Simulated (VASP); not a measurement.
# Pb (Lead): structure and properties in VASP

What structure and properties does PBEsol give Pb (Lead), and how near are they to the measured ones? The steps: full relaxation (PBEsol), single point with fields (PBEsol), bands along the symmetry lines (PBEsol), total and projected DOS (PBEsol), core levels (PBEsol), volume scan with PBEsol, fit for PBEsol and field gradients at the nuclei (PBEsol). Left out of this account: 1 further run (relaxation: a spoilt try). The start is a cell from a database of measured crystal structures.

Main program and level: VASP 6.6.1; PBEsol; plane waves and PAW (Pb_d).

The experiments to compare with:

For Pb (elemental Pb, literature value), “Use of Cernox thermometers in AC specific heat measurements under pressure” (2019, arxiv:1901.05089) quotes earlier work: lattice constant a (cubic lattice constant) 4.95 Å [Passing remark in the paper's theory part; literature value without reference or stated …].

### Step 1. Set-up

Before any relaxation, the start is as follows. Symmetry: Fm-3m, No. 225, cubic system. The conventional cell has a = 4.950 Å, b = 4.950 Å, c = 4.950 Å, α = 90.00°, β = 90.00°, γ = 90.00°. Nearest to Pb lie 12 Pb at 3.50 Å.

As a file:

```cif
data_structure
_symmetry_space_group_name_H-M 'P 1'
_symmetry_Int_Tables_number 1
_cell_length_a 3.5002
_cell_length_b 3.5002
_cell_length_c 3.5002
_cell_angle_alpha 60.000
_cell_angle_beta 60.000
_cell_angle_gamma 60.000
_cell_volume 30.32
loop_
_atom_site_label
_atom_site_type_symbol
_atom_site_fract_x
_atom_site_fract_y
_atom_site_fract_z
_atom_site_occupancy
Pb1 Pb 0.00000 0.00000 0.00000 1
```

### Step 2. Full relaxation (PBEsol)

Properties are meant for the cell that this level of theory prefers, so cell and atoms are relaxed first (ISIF = 3) until forces and stress are small; EDIFFG sets the threshold. PBEsol restores the gradient expansion of exchange and is tuned for the cells of solids.

INCAR reads:

```
SYSTEM = Pb
PREC = Accurate
ENCUT = 400
EDIFF = 1E-06
NELM = 100
ISMEAR = 1
SIGMA = 0.2
LREAL = .FALSE.
ALGO = Normal
GGA = PS
NBANDS = 13
LORBIT = 11
LWAVE = .FALSE.
LCHARG = .FALSE.
KPAR = 2
IBRION = 2
NSW = 60
ISIF = 3
EDIFFG = -0.01
```

POSCAR reads:

```
Pb
1.0
    0.0000000000      2.4750200000      2.4750200000
    2.4750200000      0.0000000000      2.4750200000
    2.4750200000      2.4750200000      0.0000000000
Pb
1
Direct
    0.0000000000      0.0000000000      0.0000000000
```

KPOINTS reads:

```
Automatic mesh
0
Gamma
7 7 7
0 0 0
```

Potentials, in the order of the species: Pb_d (PBE family, release 64).

Run with:

```sh
$ mpirun -np 2 vasp_std
```

What it wrote:

```text
[banner, memory and clock lines left out]
running    2 mpi-ranks, on    1 nodes
 distrk:  each k-point on    1 cores,    2 groups
 distr:  one band on    1 cores,    1 groups

 POSCAR found type information on POSCAR Pb
 POSCAR found :  1 types and       1 ions
|                                                                             |
|               ----> ADVICE to this user running VASP <----                  |
|                                                                             |
|     You enforced a specific xc type in the INCAR file but a different       |
|     [... a line on the potential file left out ...]
|     I HOPE YOU KNOW WHAT YOU ARE DOING!                                     |
|                                                                             |

 LDA part: xc-table for (Slater+PW92), standard interpolation
 POSCAR, INCAR and KPOINTS ok, starting setup
 FFT: planning ... GRIDC
 FFT: planning ... GRID_SOFT
 FFT: planning ... GRID
 WAVECAR not read
 entering main loop
       N       E                     dE             d eps       ncg     rms          rms(c)
DAV:   1     0.104702121500E+03    0.10470E+03   -0.60949E+03   525   0.103E+03
DAV:   2     0.837873761583E+00   -0.10386E+03   -0.10064E+03   545   0.291E+02
DAV:   3    -0.391695036241E+01   -0.47548E+01   -0.47444E+01   665   0.702E+01
DAV:   4    -0.402037416622E+01   -0.10342E+00   -0.10341E+00   647   0.108E+01
DAV:   5    -0.402468344840E+01   -0.43093E-02   -0.43091E-02   739   0.198E+00    0.566E-01
DAV:   6    -0.401180162738E+01    0.12882E-01   -0.16481E-02   645   0.232E+00    0.264E-01
DAV:   7    -0.400867791283E+01    0.31237E-02   -0.65788E-03   670   0.132E+00    0.870E-02
DAV:   8    -0.400847519054E+01    0.20272E-03   -0.35370E-04   760   0.312E-01    0.842E-03
DAV:   9    -0.400847457379E+01    0.61675E-06   -0.50372E-06   665   0.394E-02
   1 F= -.40084746E+01 E0= -.40085084E+01  d E =-.400847E+01
 curvature:   0.00 expect dE= 0.000E+00 dE for cont linesearch  0.000E+00
 trial: gam= 0.00000 g(F)=  0.147E-63 g(S)=  0.226E-04 ort = 0.000E+00 (trialstep = 0.100E+01)
 search vector abs. value=  0.226E-04
 bond charge predicted
       N       E                     dE             d eps       ncg     rms          rms(c)
DAV:   1    -0.400903396278E+01   -0.55877E-03   -0.14997E-02   660   0.245E+00    0.123E-01
DAV:   2    -0.400854351085E+01    0.49045E-03   -0.86752E-04   650   0.596E-01    0.432E-02
DAV:   3    -0.400847513584E+01    0.68375E-04   -0.24745E-04   727   0.300E-01    0.349E-03
DAV:   4    -0.400847606075E+01   -0.92492E-06   -0.39329E-06   625   0.196E-02
   2 F= -.40084761E+01 E0= -.40085170E+01  d E =-.148697E-05
 trial-energy change:   -0.000001  1 .order   -0.000016   -0.000023   -0.000010
 step:   1.8132(harm=  1.8132)  dis= 0.00000  next Energy=    -4.008495 (dE=-0.205E-04)
 reached required accuracy - stopping structural energy minimisation
```

It took 2.6 s on 2 MPI ranks of Intel Xeon Platinum 8488C (Sapphire Rapids), shared host; peak memory 0.26 GiB.

Lines that name or quote the potential files are left out of all logs, and their timing lines are given in words.

From OUTCAR (step 2):

```text
ion  position               nearest neighbor table
   1  0.000  0.000  0.000-

  LATTYP: Found a face centered cubic cell.
 ALAT       =     4.9500400000

 Subroutine GETGRP returns: Found 48 space group operations
 (whereof 48 operations were pure point group operations)

The static configuration has the point symmetry O_h .

 Found     20 irreducible k-points:

   k-points           NKPTS =     20   k-points in BZ     NKDIM =     20   number of bands    NBANDS=     13

   dimension x,y,z NGX =    24 NGY =   24 NGZ =   24
   dimension x,y,z NGXF=    48 NGYF=   48 NGZF=   48

   ENCUT  =  400.0 eV  29.40 Ry    5.42 a.u.   5.71  5.71  5.71*2*pi/ulx,y,z

   NELECT =      14.0000    total number of electrons

 k-points in reciprocal lattice and weights: Automatic mesh
   0.00000000  0.00000000  0.00000000       0.003
   0.14285714  0.00000000  0.00000000       0.023
   0.28571429  0.00000000  0.00000000       0.023
   0.42857143  0.00000000  0.00000000       0.023
   0.14285714  0.14285714  0.00000000       0.017
   0.28571429  0.14285714  0.00000000       0.070
   0.42857143  0.14285714  0.00000000       0.070
  -0.42857143  0.14285714  0.00000000       0.070
  -0.28571429  0.14285714  0.00000000       0.070
[...]
-0.42857143  0.42857143  0.14285714       0.070
  -0.28571429  0.42857143  0.14285714       0.070

 average (electrostatic) potential at core
       1 -90.0520

 E-fermi :   7.0319

 k-point     1 :       0.0000    0.0000    0.0000
  band No.  band energies     occupation
    ...
      2      -9.8553      2.00000
      3      -9.8553      2.00000
      4      -9.7120      2.00000
      5      -9.7120      2.00000
      6      -4.6569      2.00000
      7      14.5493      0.00000
      8      14.5493      0.00000
      9      14.5493      0.00000
     10      16.8855      0.00000
     11      18.4605      0.00000
    ...

 k-point     2 :       0.1429    0.0000    0.0000
  band No.  band energies     occupation
    ...
      2      -9.8305      2.00000
      3      -9.8305      2.00000
      4      -9.7099      2.00000
      5      -9.7099      2.00000
      6      -4.2626      2.00000
      7      11.1751      0.00000
      8      14.1094      0.00000
      9      14.1094      0.00000
     10      16.3753      0.00000
     11      19.7917      0.00000
    ...

 k-point     3 :       0.2857    0.0000    0.0000
  band No.  band energies     occupation
    ...
      3      -9.8218      2.00000
      4      -9.6568      2.00000
      5      -9.6568      2.00000
      6      -3.0946      2.00000
      7       6.8458      2.03270
      8      13.3178      0.00000
      9      13.3178      0.00000
     10      16.0633      0.00000
     11      18.1903      0.00000
     12      19.1779      0.00000
    ...

  Total       -0.0056080     -0.0056080     -0.0056080     -0.0000000      0.0000000      0.0000000
  in kB       -0.2968494     -0.2968494     -0.2968494     -0.0000000      0.0000000      0.0000000
  external PRESSURE =      -0.2968494 kB  Pullay stress =       0.0000000 kB

  energy-cutoff  :      400.00
  volume of cell :       30.27
      direct lattice vectors                 reciprocal lattice vectors
     0.000000000  2.473527001  2.473527001    -0.202140506  0.202140506  0.202140506
     2.473527001 -0.000000000  2.473527001     0.202140506 -0.202140506  0.202140506
     2.473527001  2.473527001  0.000000000     0.202140506  0.202140506 -0.202140506

 POSITION                                       TOTAL-FORCE (eV/Angst)
 -----------------------------------------------------------------------------------
      2.47353      2.47353      4.94705        -0.000000     -0.000000      0.000000
 -----------------------------------------------------------------------------------
    total drift:                               -0.000000     -0.000000     -0.000000

  FREE ENERGIE OF THE ION-ELECTRON SYSTEM (eV)
  ---------------------------------------------------
  free  energy   TOTEN  =        -4.0084760608 eV

  energy  without entropy=       -4.0085988675  energy(sigma->0) =       -4.00851700

 reached required accuracy - stopping structural energy minimisation

 total charge
# of ion       s       p       d       tot
------------------------------------------
    1        1.400   0.741   9.806  11.947

[... 3 further parts left out ...]
```

The k-mesh is coarse for a metal. The PAW data sets were made with PBE, which is usual practice but a small mismatch for other functionals. The run keeps the 48 symmetry operations of its start, so it cannot find a distortion of lower symmetry.

Little changed from the start: no atom moved by 0.005 Å and no cell edge by 0.1 %.

This step gave:

| Quantity | Value |
| --- | --- |
| electrons | 14 |
| bands | 13 |
| irreducible k-points | 20 |
| symmetry operations | 48 |
| free energy (TOTEN) | -4.008 eV |
| Fermi energy | 7.032 eV |
| pressure | -0.02968 GPa |
| metallic | yes |
| SCF cycles over all ionic steps | 13 |

It ends with forces that vanish by symmetry and a pressure of -0.03 GPa. The volume lies -0.2 % from that of the database's start, which holds the thermal and zero-point expansion of its experiment.

### Step 3. Single point with fields (PBEsol)

A single point on the relaxed cell gives a clean self-consistent state, with density, ELF and potential written out.

INCAR, as its differences from that of step 2:

```diff
@@ -13,7 +13,5 @@
 LWAVE = .FALSE.
-LCHARG = .FALSE.
-KPAR = 2
-IBRION = 2
-NSW = 60
-ISIF = 3
-EDIFFG = -0.01
+LCHARG = .TRUE.
+ISIF = 2
+LELF = .TRUE.
+LVHAR = .TRUE.
```

POSCAR reads:

```
Pb
1.0
    0.0000000000      2.4735270012      2.4735270012
    2.4735270012      0.0000000000      2.4735270012
    2.4735270012      2.4735270012      0.0000000000
Pb
1
Direct
    0.0000000000      0.0000000000      0.0000000000
```

KPOINTS is that of step 2.

Run with:

```sh
$ mpirun -np 2 vasp_std
```

What it wrote:

```text
[banner, memory and clock lines left out]
running    2 mpi-ranks, on    1 nodes
 distrk:  each k-point on    2 cores,    1 groups
 distr:  one band on    1 cores,    2 groups

 POSCAR found type information on POSCAR Pb
 POSCAR found :  1 types and       1 ions
 [... a notice as in an earlier step ...]

 LDA part: xc-table for (Slater+PW92), standard interpolation
|                                                                             |
|           W    W    AA    RRRRR   N    N  II  N    N   GGGG   !!!           |
|           W    W   A  A   R    R  NN   N  II  NN   N  G    G  !!!           |
|           W    W  A    A  R    R  N N  N  II  N N  N  G       !!!           |
|           W WW W  AAAAAA  RRRRR   N  N N  II  N  N N  G  GGG   !            |
|           WW  WW  A    A  R   R   N   NN  II  N   NN  G    G                |
|           W    W  A    A  R    R  N    N  II  N    N   GGGG   !!!           |
|                                                                             |
|     The number of bands has been changed from the values supplied in        |
|     The orbitals not found in the WAVECAR file will be initialized with     |
|     random numbers, which is usually adequate. For correlated               |
|     calculations, however, you should redo the groundstate calculation.     |
|     I found NBANDS = 13. Now, NBANDS = 14.                                  |
|                                                                             |

 POSCAR, INCAR and KPOINTS ok, starting setup
 FFT: planning ... GRIDC
 FFT: planning ... GRID_SOFT
 FFT: planning ... GRID
 WAVECAR not read
 entering main loop
       N       E                     dE             d eps       ncg     rms          rms(c)
DAV:   1     0.100928265013E+03    0.10093E+03   -0.60319E+03   572   0.980E+02
DAV:   2     0.852349256000E+00   -0.10008E+03   -0.96335E+02   578   0.277E+02
DAV:   3    -0.391973621027E+01   -0.47721E+01   -0.47596E+01   704   0.657E+01
DAV:   4    -0.402039782881E+01   -0.10066E+00   -0.10064E+00   694   0.994E+00
DAV:   5    -0.402465507504E+01   -0.42572E-02   -0.42571E-02   750   0.192E+00    0.567E-01
DAV:   6    -0.401181570689E+01    0.12839E-01   -0.15612E-02   716   0.213E+00    0.265E-01
DAV:   7    -0.400866046637E+01    0.31552E-02   -0.64959E-03   746   0.125E+00    0.864E-02
DAV:   8    -0.400846489190E+01    0.19557E-03   -0.41471E-04   852   0.318E-01    0.101E-02
DAV:   9    -0.400846247546E+01    0.24164E-05   -0.10461E-05   710   0.569E-02    0.440E-03
DAV:  10    -0.400846233730E+01    0.13815E-06   -0.70770E-07   562   0.122E-02
   1 F= -.40084623E+01 E0= -.40085036E+01  d E =0.123738E-03
```

Elapsed: 2.2 s, on 2 MPI ranks; peak memory 0.22 GiB.

OUTCAR, selected parts (step 3):

```text
  LATTYP: Found a face centered cubic cell.
 ALAT       =     4.9470540024

The static configuration has the point symmetry O_h .

 Found     20 irreducible k-points:

   k-points           NKPTS =     20   k-points in BZ     NKDIM =     20   number of bands    NBANDS=     14

   ENCUT  =  400.0 eV  29.40 Ry    5.42 a.u.   5.70  5.70  5.70*2*pi/ulx,y,z

   NELECT =      14.0000    total number of electrons

 E-fermi :   7.0324

 k-point     1 :       0.0000    0.0000    0.0000
  band No.  band energies     occupation
    ...
      2      -9.8564      2.00000
      3      -9.8564      2.00000
      4      -9.7131      2.00000
      5      -9.7131      2.00000
      6      -4.6565      2.00000
      7      14.5503      0.00000
      8      14.5503      0.00000
      9      14.5503      0.00000
     10      16.8854      0.00000
     11      18.4608      0.00000
    ...

 k-point     2 :       0.1429    0.0000    0.0000
  band No.  band energies     occupation
    ...
      2      -9.8317      2.00000
      3      -9.8317      2.00000
      4      -9.7111      2.00000
      5      -9.7111      2.00000
      6      -4.2621      2.00000
      7      11.1758      0.00000
      8      14.1104      0.00000
      9      14.1104      0.00000
     10      16.3753      0.00000
     11      19.7920      0.00000
    ...

  Total        0.0040294      0.0040294      0.0040294     -0.0000000     -0.0000000     -0.0000000
  in kB        0.2132918      0.2132918      0.2132918     -0.0000000     -0.0000000     -0.0000000
  external PRESSURE =       0.2132918 kB  Pullay stress =       0.0000000 kB

  energy-cutoff  :      400.00
  volume of cell :       30.27
      direct lattice vectors                 reciprocal lattice vectors
     0.000000000  2.473527001  2.473527001    -0.202140506  0.202140506  0.202140506
     2.473527001  0.000000000  2.473527001     0.202140506 -0.202140506  0.202140506
     2.473527001  2.473527001  0.000000000     0.202140506  0.202140506 -0.202140506

 POSITION                                       TOTAL-FORCE (eV/Angst)
 -----------------------------------------------------------------------------------
      0.00000      0.00000      0.00000         0.000000     -0.000000      0.000000
 -----------------------------------------------------------------------------------
    total drift:                                0.000000      0.000000      0.000000

  FREE ENERGIE OF THE ION-ELECTRON SYSTEM (eV)
  ---------------------------------------------------
  free  energy   TOTEN  =        -4.0084623373 eV

  energy  without entropy=       -4.0085860754  energy(sigma->0) =       -4.00850358

 total charge
# of ion       s       p       d       tot
------------------------------------------
    1        1.399   0.740   9.807  11.946

[... 4 parts as in an earlier step ...]

[... 5 further parts left out ...]
```

Numbers from this step:

* SCF cycles: 10
* bands: 14
* pressure: 0.02133 GPa

Valence electrons inside each PAW sphere by angular momentum. Sphere charges, by row:

```tsv
atom	s (e)	p (e)	d (e)	tot (e)
Pb1	1.399	0.74	9.807	11.95
```

Valence density in the ac plane of the conventional cell at fractional y = 0.000, with atoms of Pb within 0.2 Å of it. It is the smooth field of the valence electrons, not physical close to the nuclei.

Ten even steps from '_' (0.0 e/Å³) to '@' (7.5 e/Å³), each cell a mean:
```
%%++..__________________--##
==::____________________..--
..__________________________
____________________________
____________..::..__________
__________::++**--..________
________..==%%@@**::________
__________--##%%++..________
__________..--==::__________
______________..____________
____________________________
::..______________________..
**--..__________________::++
@@**::________________..==%%
```
Columns run along a (4.9 Å), rows up along c (4.9 Å), edges of the conventional cell, whose origin can differ from the input's. Atoms in or near the plane, at fractional coordinates: Pb at (0.00, 0.00), Pb at (0.50, 0.50).

Electrostatic potential energy in the ac plane of the conventional cell at fractional y = 0.000, with atoms of Pb within 0.2 Å of it. With pseudopotentials it is smooth inside the atoms' cores, unlike the true potential.

Ten even steps from '_' (-88 eV) to '@' (3 eV), each cell a mean:
```
__..++%%@@@@@@@@@@@@@@##--__
::==##@@@@@@@@@@@@@@@@%%**--
##%%@@@@@@@@@@@@@@@@@@@@%%##
@@@@@@@@@@@@%%%%@@@@@@@@@@@@
@@@@@@@@@@##++++**%%@@@@@@@@
@@@@@@@@%%==....::**@@@@@@@@
@@@@@@@@##::____..++%%@@@@@@
@@@@@@@@##--____..++%%@@@@@@
@@@@@@@@%%**--::==##@@@@@@@@
@@@@@@@@@@%%####%%@@@@@@@@@@
%%@@@@@@@@@@@@@@@@@@@@@@@@%%
++**%%@@@@@@@@@@@@@@@@@@##++
..::**@@@@@@@@@@@@@@@@%%==..
__..++%%@@@@@@@@@@@@@@##::__
```
Columns run along a (4.9 Å; values clipped at the 3rd and 97th percentile), rows up along c (4.9 Å), edges of the conventional cell, whose origin can differ from the input's. Atoms in or near the plane, at fractional coordinates: Pb at (0.00, 0.00), Pb at (0.50, 0.50).

ELF in the ac plane of the conventional cell at fractional y = 0.000, with atoms of Pb within 0.2 Å of it. It is the smooth field of the valence electrons, not physical close to the nuclei.

Ten even steps from '_' (0.11) to '@' (0.46), each cell a mean:
```
..--@@##==..______::**@@**::
++%%@@**--........::==%%@@**
@@@@**==::--====--::--++%%@@
**++----==**##%%##++----==**
::::::--**@@@@@@@@%%++::::::
____::++@@%%--::**@@##--..__
____::**@@++..**::@@%%==..__
____::**@@**::..--@@##==..__
....::==%%@@**++%%@@**--....
==--::--++%%@@@@@@**==::--==
%%##++----==****++----==**##
@@@@%%++::::::::::::--**@@@@
::**@@##--..______::++@@%%--
**::@@%%==..______::**@@++..
```
Columns run along a (4.9 Å), rows up along c (4.9 Å), edges of the conventional cell, whose origin can differ from the input's. Atoms in or near the plane, at fractional coordinates: Pb at (0.00, 0.00), Pb at (0.50, 0.50).

In this run the pressure is 0.02 GPa, small enough to go on.

[end of part 1 of 4]

[Lines on the potential files, build, host, timing and source positions are cut from VASP's logs without a mark.]

[Logs are printed without paths, hosts, clocks, repeated set-up lines and the standing remarks that a program may print on its own settings, such as how far it seeks lower states.]

[Hosts, paths, dates, database ids (printed as entryN), source tags and the programs' standing remarks are cut or masked in the printed files.]

[A measured line is paired with the nearest computed mode of its activity, which favours agreement.]
